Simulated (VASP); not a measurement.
Input:

```xyz
4
Lattice="4.2174 0.0000 0.0000 -2.1087 3.6524 0.0000 0.0000 0.0000 6.7966" Properties=species:S:1:pos:R:3 pbc="T T T"
Mg     2.1087     1.2175     3.3861
Mg     0.0000     2.4349     6.7844
Se     2.1087     1.2175     5.9592
Se     0.0000     2.4349     2.5609
```

All values below come from PBEsol GGA with spin-orbit coupling, VASP's PBE PAW potentials (set 64) (plane waves; VASP 6.6.1). Settings: 400 eV cut-off, 6×6×3 Γ-centred mesh, Gaussian smearing of 0.050 eV, potentials Mg Se.

**Question.** Estimate the energy per atom (σ→0), band gap (over mesh and band path) with the smallest direct gap where there is one.

**Answer.** 
The band gap (over mesh and band path) is 2.43 eV and the smallest direct gap (over mesh and band path) comes out as 2.43 eV. The energy per atom (σ→0) comes out as -4017 meV/atom.

The structure comes from a computed database's MgSe entry (P6_3mc); how it stands against other phases isn't given here. It was relaxed first.
